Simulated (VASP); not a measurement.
Here is the system:

```
W
1.0
   -1.56586     1.56586     1.56586
    1.56586    -1.56586     1.56586
    1.56586     1.56586    -1.56586
W
1
Direct
  0.00000   0.00000   0.00000
```

Method: revTPSS meta-GGA, VASP's PBE PAW potentials (set 64) (plane waves; VASP 6.6.1). Numerical set-up: 520 eV cut-off, 16×16×16 Γ-centred mesh, first-order Methfessel-Paxton smearing of 0.10 eV, potentials W_sv.

Give the stress tensor in GPa (positive for a compressed cell).

```
10.01   0.00   0.00
 0.00  10.01   0.00
 0.00   0.00  10.01
```
The pressure is its mean diagonal, 10.01 GPa.

The compound is W in the bcc structure. This cell is one point of a volume scan, at 0.97 of the reference volume.
